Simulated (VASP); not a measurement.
# A slab model of the (0 0 1) face of Ti2Ga, part 4 of 5

Wanted: how the (0 0 1) face of Ti2Ga relaxes, and what it costs to take an electron out. The start is a cell from a database of measured crystal structures.

VASP 6.6.1, plane waves and PAW; the level of theory is named at each step.

So far. Step 3 (Surface relaxation): The run ended after 16 ionic steps, 0.331 eV below its first step, once the forces on the free atoms met EDIFFG = -0.03. Step 4 (Potential and states of the slab): The vacuum level lies 3.11 eV above the Fermi level at the upper face; the two faces differ by 0.81 eV, the step that the slab's dipole of -0.079 e·Å makes.

### Step 5. Tunnelling image, filled states within 1.5 eV

Level of this step: PBEsol; plane waves and PAW (Ti, Ga) (VASP).

A partial density over this window, at constant height above the top atom, is the Tersoff-Hamann picture of a tunnelling image.

INCAR reads:

```
SYSTEM = Ti2Ga
PREC = Normal
ENCUT = 300
EDIFF = 1E-05
NELM = 120
ISMEAR = 0
SIGMA = 0.05
LREAL = .FALSE.
ALGO = Fast
GGA = PS
NBANDS = 50
LWAVE = .FALSE.
LCHARG = .FALSE.
ISTART = 1
LPARD = .TRUE.
NBMOD = -3
EINT = -1.5 0
LSEPB = .FALSE.
LSEPK = .FALSE.
```

POSCAR reads:

```
Ti2Ga
1.0
    4.5099980207      0.0000000000      0.0000000000
   -2.2549990104      3.9057728569      0.0000000000
    0.0000000000      0.0000000000     24.6250000000
Ti Ga
8 4
Direct
    0.6666666700      0.3333333300      0.3045685300
    0.0000000000      0.0000000000      0.3604060900
    0.3333333300      0.6666666700      0.4162436500
    0.0000000000      0.0000000000      0.4720812200
    0.6666666700      0.3333333300      0.5280449946
    0.0000000000      0.0000000000      0.5838714029
    0.3333333300      0.6666666700      0.6297814043
    0.0000000000      0.0000000000      0.6834000857
    0.3333333300      0.6666666700      0.3045685300
    0.6666666700      0.3333333300      0.4162436500
    0.3333333300      0.6666666700      0.5241537441
    0.6666666700      0.3333333300      0.6431401254
```

KPOINTS reads:

```
Automatic mesh
0
Gamma
6 6 1
0 0 0
```

PAW data sets: Ti and Ga (PBE family, release 64).

The run starts from files that an earlier step left in the folder.

Run with:

```
mpirun -np 2 vasp_std
```

Output:

```text
[banner, memory and clock lines left out]
running    2 mpi-ranks, on    1 nodes
 distrk:  each k-point on    2 cores,    1 groups
 distr:  one band on    1 cores,    2 groups

 POSCAR found type information on POSCAR TiGa
 POSCAR found :  2 types and      12 ions
|                                                                             |
|               ----> ADVICE to this user running VASP <----                  |
|                                                                             |
|     You enforced a specific xc type in the INCAR file but a different       |
|     [... a line on the potential file left out ...]
|     I HOPE YOU KNOW WHAT YOU ARE DOING!                                     |
|                                                                             |

 LDA part: xc-table for (Slater+PW92), standard interpolation
 found WAVECAR, reading the header
 POSCAR, INCAR and KPOINTS ok, starting setup
 FFT: planning ... GRIDC
 FFT: planning ... GRID_SOFT
 FFT: planning ... GRID
 reading WAVECAR
 the WAVECAR file was read successfully
Calculating partial charge density.
NDMOD =  -3
Energy range w.r.t. Fermi energy from INCAR:   -1.500   0.000
Efermi =   -0.529
No KPOINTS given: use all of them.

*****************************************************
* Parameters from pardens
*****************************************************

NBMOD is set to  -3
Selected energy range (EINT)   -2.0293  -0.5293
Selected all k-points to calculate charge density.
k-point no.    1; bands inside the range   12
  13  14  15  16  17  18  19  20  21  22
  23  24
k-point no.    2; bands inside the range   11
  14  15  16  17  18  19  20  21  22  23
  24
k-point no.    3; bands inside the range   11
  12  13  14  15  16  17  18  19  20  21
  22
k-point no.    4; bands inside the range   11
  11  12  13  14  15  16  17  18  19  20
  21
k-point no.    5; bands inside the range   10
  13  14  15  16  17  18  19  20  21  22
k-point no.    6; bands inside the range   10
  12  13  14  15  16  17  18  19  20  21
k-point no.    7; bands inside the range   10
  12  13  14  15  16  17  18  19  20  21
Finished calculating partial charge density.
VASP will stop now.
```

The job ended after 2 s (2 MPI ranks of Intel Xeon 6975P-C (Granite Rapids), shared host).

Parts of OUTCAR (step 5):

```text
   NELECT =      44.0000    total number of electrons

[... 8 parts as in an earlier step ...]

[... 2 further parts left out ...]
```

Local density of states in the window along a and b. Constant height, 2.5 Å above the top atom.

Ten even steps from '0' (0.57 × 1e-3 e/Å³) to '9' (1.26 × 1e-3 e/Å³), each cell a mean:
```
000112334556666666654432210000
001123345667777776654432110000
111234556778888877655432111000
122345667888888877655432211111
233456778899999887655432211112
344567889999999887654433222223
455678899999999877654433222333
556788999999998876654433333344
567788999999988776554433333445
667888999999887765544333334455
667788888888777655444333344455
667777888777766554443333344455
666677777666655444333333344455
555566665555544443333333344445
444444444444444333333333344444
333333333333333333333333333333
322222233333333333333333333333
211112222233333333333333332222
111111122233334444444333322211
000001122233444444444433221110
000001122334455555544433211000
000011223445556665554432211000
```
Columns: along a (fractional) from 0 to 0.975; rows upwards: along b (fractional) from 0 to 0.975.

Partial charge density in the ca plane at fractional y = 0.333, with atoms of Ti and Ga within 0.2 Å of it. It is the smooth field of the valence electrons, not physical close to the nuclei.

Values in Å⁻³, 7 rows by 16 columns, each cell a mean:
```
0.00 0.00 0.00 0.00 0.00 0.00 0.03 0.12 0.09 0.05 0.05 0.05 0.08 0.09 0.06 0.05
0.00 0.00 0.00 0.00 0.00 0.00 0.05 0.51 0.17 0.05 0.02 0.05 0.22 0.38 0.07 0.03
0.00 0.00 0.00 0.00 0.00 0.00 0.05 0.68 0.20 0.05 0.00 0.05 0.28 0.51 0.07 0.02
0.00 0.00 0.00 0.00 0.00 0.00 0.04 0.20 0.11 0.05 0.04 0.05 0.11 0.15 0.06 0.05
0.00 0.00 0.00 0.00 0.00 0.00 0.03 0.08 0.08 0.06 0.07 0.06 0.06 0.06 0.06 0.07
0.00 0.00 0.00 0.00 0.00 0.01 0.03 0.08 0.07 0.09 0.11 0.08 0.05 0.05 0.07 0.12
0.00 0.00 0.00 0.00 0.00 0.01 0.03 0.08 0.07 0.07 0.09 0.06 0.05 0.05 0.07 0.09
```
Columns run along c (16.0 Å, from fractional 0.00 to 0.65 of the cell), rows up along a (4.5 Å). Atoms in or near the plane, at fractional coordinates: Ti at (0.30, 0.67), Ti at (0.53, 0.67), Ga at (0.42, 0.67), Ga at (0.64, 0.67).

Shared out to the nearest atoms, the partial charge density (by size) has 82 % on Ti; its largest share on one atom is 12 % (Ti8), and it takes 8 of the 12 atoms to pass 80 %.

Between its 5th and 95th percentile the partial density varies by a factor of 1.9, which sets the contrast of the image.

### Step 6. Tunnelling image, empty states within 1.5 eV

A partial density over this window, at constant height above the top atom, is the Tersoff-Hamann picture of a tunnelling image.

Edit INCAR of step 5 so:

```diff
@@ -16,3 +16,3 @@
 NBMOD = -3
-EINT = -1.5 0
+EINT = 0 1.5
 LSEPB = .FALSE.
```

POSCAR is that of step 5.

KPOINTS is that of step 5.

The WAVECAR or CHGCAR of an earlier step is read.

Run with:

```
mpirun -np 2 vasp_std
```

Output:

```text
 LDA part: xc-table for (Slater+PW92), standard interpolation
 found WAVECAR, reading the header
 POSCAR, INCAR and KPOINTS ok, starting setup
 FFT: planning ... GRIDC
 FFT: planning ... GRID_SOFT
 FFT: planning ... GRID
 reading WAVECAR
 the WAVECAR file was read successfully
Calculating partial charge density.
NDMOD =  -3
Energy range w.r.t. Fermi energy from INCAR:    0.000   1.500
Efermi =   -0.529
No KPOINTS given: use all of them.

NBMOD is set to  -3
Selected energy range (EINT)   -0.5293   0.9707
Selected all k-points to calculate charge density.
k-point no.    1; bands inside the range    4
  25  26  27  28
k-point no.    2; bands inside the range    6
  25  26  27  28  29  30
k-point no.    3; bands inside the range   11
  23  24  25  26  27  28  29  30  31  32
  33
k-point no.    4; bands inside the range   13
  22  23  24  25  26  27  28  29  30  31
  32  33  34
k-point no.    5; bands inside the range    9
  23  24  25  26  27  28  29  30  31
k-point no.    6; bands inside the range   13
  22  23  24  25  26  27  28  29  30  31
  32  33  34
k-point no.    7; bands inside the range   14
  22  23  24  25  26  27  28  29  30  31
  32  33  34  35
Finished calculating partial charge density.
VASP will stop now.

[... 3 parts as in an earlier step ...]
```

Wall time 2 s (2 MPI ranks); 2.4 s of CPU time.

Parts of OUTCAR (step 6):

```text
   NELECT =      44.0000    total number of electrons

[... 8 parts as in an earlier step ...]

[... 2 further parts left out ...]
```

Local density of states in the window along a and b. Constant height, 2.5 Å above the top atom.

Values in units of 1e-3 e/Å³, 12 rows by 16 columns, each cell a mean:
```
7.4 6.9 6.1 5.3 4.6 4.1 3.7 3.6 3.6 3.9 4.3 4.9 5.7 6.5 7.1 7.5
6.5 5.9 5.3 4.6 4.1 3.8 3.6 3.6 3.7 4.0 4.5 5.1 5.8 6.4 6.8 6.8
5.4 4.9 4.5 4.1 3.8 3.6 3.5 3.6 3.8 4.1 4.5 5.0 5.4 5.7 5.9 5.7
4.4 4.2 3.9 3.7 3.5 3.5 3.5 3.6 3.8 4.0 4.3 4.5 4.8 4.9 4.8 4.7
3.8 3.7 3.6 3.5 3.5 3.5 3.5 3.6 3.7 3.8 3.9 4.0 4.1 4.1 4.0 4.0
3.6 3.6 3.6 3.6 3.6 3.6 3.6 3.6 3.6 3.5 3.5 3.6 3.6 3.6 3.6 3.6
3.7 3.8 3.9 4.0 3.9 3.9 3.7 3.6 3.4 3.3 3.3 3.2 3.2 3.3 3.4 3.5
4.1 4.3 4.5 4.5 4.4 4.1 3.9 3.6 3.4 3.2 3.1 3.1 3.2 3.3 3.6 3.8
4.9 5.2 5.3 5.1 4.8 4.4 4.0 3.6 3.3 3.2 3.1 3.2 3.4 3.7 4.1 4.5
6.0 6.2 6.1 5.8 5.2 4.6 4.0 3.6 3.3 3.2 3.3 3.5 3.8 4.3 4.9 5.5
7.0 7.0 6.7 6.0 5.2 4.6 4.0 3.6 3.4 3.4 3.6 3.9 4.5 5.1 5.9 6.6
7.6 7.3 6.7 5.9 5.0 4.4 3.9 3.6 3.5 3.6 3.9 4.4 5.1 5.9 6.8 7.4
```
Columns: along a (fractional) from 0 to 0.975; rows upwards: along b (fractional) from 0 to 0.975.

Partial charge density in the ca plane at fractional y = 0.333, with atoms of Ti and Ga within 0.2 Å of it. It is the smooth field of the valence electrons, not physical close to the nuclei.

Ten steps, logarithmic in the rise over the least value, from '0' (0.0 Å⁻³) to '9' (1.9 Å⁻³), each cell a mean:
```
00000000000000011233333221112211223333222111
00000000000000112345665321111111234555321111
00000000000000123467887532111111246787532111
00000000000000123478999742100012247898632110
00000000000000123468998642110012246887532110
00000000000000112356776431111111235676422111
00000000000000112334444321111111223444321111
00000000000000011222332222222222222222222211
00000000000000011111222222222233222221222222
00000000000000001111111223332333321111123322
00000000000000001111111223332333322111223322
00000000000000011122222222222222222222222222
```
Columns run along c (16.0 Å, from fractional 0.00 to 0.65 of the cell), rows up along a (4.5 Å). Atoms in or near the plane, at fractional coordinates: Ti at (0.30, 0.67), Ti at (0.53, 0.67), Ga at (0.42, 0.67), Ga at (0.64, 0.67).

Shared out to the nearest atoms, the partial charge density has 92 % on Ti; its largest share on one atom is 19 % (Ti1), and it takes 7 of the 12 atoms to pass 80 %.

Between its 5th and 95th percentile the partial density varies by a factor of 2.1, which sets the contrast of the image.

### Step 7. The slab in a field, field -0.2

A field across the slab, with the atoms held, gives the electronic response: the dipole changes linearly with the field, and the energy has a linear term from the slab's own dipole and a quadratic one from its polarisability.

INCAR reads:

```
SYSTEM = Ti2Ga
PREC = Normal
ENCUT = 300
EDIFF = 1E-06
NELM = 120
ISMEAR = 0
SIGMA = 0.05
LREAL = .FALSE.
ALGO = Fast
GGA = PS
NBANDS = 34
LORBIT = 11
LWAVE = .FALSE.
LCHARG = .FALSE.
KPAR = 2
IDIPOL = 3
LDIPOL = .TRUE.
DIPOL = 0.5 0.5 0.489
EFIELD = -0.2
LVHAR = .TRUE.
```

POSCAR is that of step 6.

KPOINTS is that of step 6.

Run with:

```
mpirun -np 2 vasp_std
```

Output:

```text
[... set-up lines as in an earlier step ...]
 entering main loop
       N       E                     dE             d eps       ncg     rms          rms(c)
DAV:   1     0.180281554007E+03    0.18028E+03   -0.10290E+04   476   0.650E+02
DAV:   2    -0.669843909307E+02   -0.24727E+03   -0.23415E+03   490   0.191E+02
DAV:   3    -0.964753940463E+02   -0.29491E+02   -0.28305E+02   720   0.634E+01
DAV:   4    -0.978261772758E+02   -0.13508E+01   -0.13341E+01   712   0.170E+01
DAV:   5    -0.978597233864E+02   -0.33546E-01   -0.33460E-01   744   0.226E+00    0.346E+01
RMM:   6    -0.143288779417E+03   -0.45429E+02   -0.18788E+02   923   0.821E+01    0.239E+01
RMM:   7    -0.160571591730E+03   -0.17283E+02   -0.15570E+02   848   0.638E+01    0.358E+01
RMM:   8    -0.871401502096E+02    0.73431E+02   -0.53273E+01   571   0.370E+01    0.151E+01
RMM:   9    -0.845846971525E+02    0.25555E+01   -0.24805E+01   724   0.131E+01    0.131E+01
RMM:  10    -0.853333443755E+02   -0.74865E+00   -0.25598E+01   728   0.184E+01    0.132E+01
RMM:  11    -0.826253170163E+02    0.27080E+01   -0.15326E+01   703   0.122E+01    0.104E+01
RMM:  12    -0.822263564128E+02    0.39896E+00   -0.70702E+00   642   0.106E+01    0.998E+00
RMM:  13    -0.807068783163E+02    0.15195E+01   -0.63656E+00   665   0.907E+00    0.517E+00
RMM:  14    -0.803069612592E+02    0.39992E+00   -0.21976E+00   647   0.564E+00    0.294E+00
RMM:  15    -0.803378168680E+02   -0.30856E-01   -0.10518E+00   668   0.335E+00    0.323E+00
RMM:  16    -0.806041527695E+02   -0.26634E+00   -0.22036E+00   709   0.420E+00    0.430E+00
RMM:  17    -0.802429732946E+02    0.36118E+00   -0.68658E-01   647   0.328E+00    0.177E+00
RMM:  18    -0.802384506947E+02    0.45226E-02   -0.21948E-01   727   0.123E+00    0.178E+00
RMM:  19    -0.801896498268E+02    0.48801E-01   -0.86824E-02   628   0.125E+00    0.717E-01
RMM:  20    -0.802064560129E+02   -0.16806E-01   -0.17396E-01   728   0.106E+00    0.104E+00
RMM:  21    -0.802191016840E+02   -0.12646E-01   -0.28204E-02   669   0.505E-01    0.129E+00
RMM:  22    -0.801873336916E+02    0.31768E-01   -0.38751E-02   683   0.598E-01    0.248E-01
RMM:  23    -0.801874804750E+02   -0.14678E-03   -0.74563E-03   720   0.225E-01    0.216E-01
RMM:  24    -0.801877781068E+02   -0.29763E-03   -0.22357E-03   633   0.190E-01    0.116E-01
RMM:  25    -0.801880953839E+02   -0.31728E-03   -0.14078E-03   640   0.147E-01    0.757E-02
RMM:  26    -0.801884265772E+02   -0.33119E-03   -0.82661E-04   677   0.913E-02    0.861E-02
RMM:  27    -0.801887746434E+02   -0.34807E-03   -0.43252E-04   646   0.792E-02    0.107E-01
RMM:  28    -0.801886577132E+02    0.11693E-03   -0.51310E-04   661   0.721E-02    0.388E-02
RMM:  29    -0.801887716318E+02   -0.11392E-03   -0.29854E-04   721   0.401E-02    0.663E-02
RMM:  30    -0.801888166275E+02   -0.44996E-04   -0.28019E-04   693   0.576E-02    0.222E-02
RMM:  31    -0.801889369657E+02   -0.12034E-03   -0.13026E-04   689   0.302E-02    0.476E-02
RMM:  32    -0.801889548133E+02   -0.17848E-04   -0.31816E-05   609   0.238E-02    0.146E-02
RMM:  33    -0.801889946068E+02   -0.39794E-04   -0.16508E-05   617   0.849E-03    0.115E-02
RMM:  34    -0.801890547538E+02   -0.60147E-04   -0.22939E-05   660   0.138E-02    0.792E-03
RMM:  35    -0.801890729617E+02   -0.18208E-04   -0.44613E-06   497   0.511E-03    0.478E-03
RMM:  36    -0.801890825858E+02   -0.96242E-05   -0.20880E-06   450   0.389E-03    0.553E-03
RMM:  37    -0.801890897837E+02   -0.71979E-05   -0.12955E-06   448   0.446E-03    0.997E-04
RMM:  38    -0.801890917186E+02   -0.19349E-05   -0.64496E-07   395   0.206E-03    0.213E-03
RMM:  39    -0.801890922905E+02   -0.57193E-06   -0.19274E-07   352   0.135E-03
   1 F= -.80189092E+02 E0= -.80181659E+02  d E =-.148663E-01
```

It took 41 s on 2 MPI ranks; peak memory 0.43 GiB; 79 s of CPU time.

OUTCAR, selected parts (step 7):

```text
   NELECT =      44.0000    total number of electrons

 dipolmoment           0.000000      0.000000     -0.324767 electrons x Angstroem

 E-fermi :  -0.5104

 k-point     1 :       0.0000    0.0000    0.0000
  band No.  band energies     occupation
    ...
     20      -1.0309      2.00000
     21      -0.9378      2.00000
     22      -0.9378      2.00000
     23      -0.6865      2.00000
     24      -0.6865      2.00000
     25      -0.3814      0.00026
     26       0.8192      0.00000
     27       0.8193      0.00000
     28       1.0048      0.00000
     29       1.2993      0.00000
    ...

  Total       -7.6087194     -7.6087194     -3.6232096      0.0000000     -0.0000000      0.0000000
  in kB      -28.1036404    -28.1036404    -13.3827225      0.0000000     -0.0000000      0.0000000
  external PRESSURE =     -23.1966678 kB  Pullay stress =       0.0000000 kB

 POSITION                                       TOTAL-FORCE (eV/Angst)
 -----------------------------------------------------------------------------------
      2.25500      1.30192      7.50000         0.000000     -0.000000      0.647733
      0.00000      0.00000      8.87500        -0.000000      0.000000     -0.031595
     -0.00000      2.60385     10.25000        -0.000000      0.000000     -0.223176
      0.00000      0.00000     11.62500         0.000000      0.000000     -0.542349
      2.25500      1.30192     13.00311        -0.000000      0.000000     -0.012628
      0.00000      0.00000     14.37783        -0.000000      0.000000     -0.005361
     -0.00000      2.60385     15.50837         0.000000      0.000000     -0.008151
      0.00000      0.00000     16.82873         0.000000      0.000000      0.022915
     -0.00000      2.60385      7.50000        -0.000000      0.000000      0.383982
      2.25500      1.30192     10.25000        -0.000000     -0.000000     -0.219345
     -0.00000      2.60385     12.90729        -0.000000      0.000000     -0.004510
      2.25500      1.30192     15.83733        -0.000000     -0.000000     -0.007514
 -----------------------------------------------------------------------------------
    total drift:                               -0.000001      0.000001      0.000302

  FREE ENERGIE OF THE ION-ELECTRON SYSTEM (eV)
  ---------------------------------------------------
  free  energy   TOTEN  =       -80.1890922905 eV

  energy  without entropy=      -80.1742259775  energy(sigma->0) =      -80.18165913

 vacuum level on the upper side and lower side of the slab         3.666         2.260

[... 8 parts as in an earlier step ...]

[... 9 further parts left out ...]
```

This step gave:

```yaml
electronic_cycles: 39
free_energy_toten: -80.1891 eV
energy_at_zero_smearing: -80.1817 eV
fermi_energy: -0.5104 eV
dipole_moment: 0, 0, -0.3248 e·Å
```

The planar average of the electrostatic potential oscillates, so the rows of the table below give means over windows of 1 Å about each position, cut where the curve ends. Its maxima inside the range that stand out by 2 % of the span (Å: eV): 4.9: 3.65, 8.9: -1.33, 10.3: -3.14, 11.6: -1.49, 12.9: -3.38, 14.3: -1.55, 15.8: -3.49, 23.8: 4.18. Its minima: 8.0: -4.28, 9.8: -4.23, 10.7: -4.26, 12.4: -4.43, 13.5: -4.21, 15.3: -4.58, 16.3: -4.47.

Zero at the Fermi level. Planar average of the electrostatic potential against height; means over each step:

```csv
height (Å),planar average of the electrostatic potential (eV)
0,2.80
1,2.95
2,3.15
3,3.35
4,3.54
5,3.63
6,2.70
7,-1.95
8,-3.51
9,-1.91
10,-3.68
11,-3.19
12,-2.83
13,-3.84
14,-2.36
15,-3.49
16,-3.95
17,-1.34
18,1.82
19,3.08
20,3.40
21,3.61
22,3.81
23,4.01
24,3.84
```

Force by atom:

```csv
atom,x (eV/Å),y (eV/Å),z (eV/Å),size
Ti1,0.000,0.000,0.648,0.648
Ti2,0.000,0.000,-0.032,0.032
Ti3,0.000,0.000,-0.223,0.223
Ti4,0.000,0.000,-0.542,0.542
Ti5,0.000,0.000,-0.013,0.013
Ti6,0.000,0.000,-0.005,0.005
Ti7,0.000,0.000,-0.008,0.008
Ti8,0.000,0.000,0.023,0.023
Ga9,0.000,0.000,0.384,0.384
Ga10,0.000,0.000,-0.219,0.219
Ga11,0.000,0.000,-0.005,0.005
Ga12,0.000,0.000,-0.008,0.008
```

Energy at zero smearing: -80.18166 eV.

[end of part 4 of 5]

[Lines on the potential files, build, host, timing and source positions are cut from VASP's logs without a mark.]

[Logs are printed without paths, hosts, clocks, repeated set-up lines and the standing remarks that a program may print on its own settings, such as how far it seeks lower states.]

[Hosts, paths, dates, database ids (printed as entryN), source tags and the programs' standing remarks are cut or masked in the printed files.]

[In band tables of VASP the shares of atoms and orbitals are scaled to a sum of 1 inside the atoms' spheres.]

[Runs that stopped without an error message from VASP are left out.]
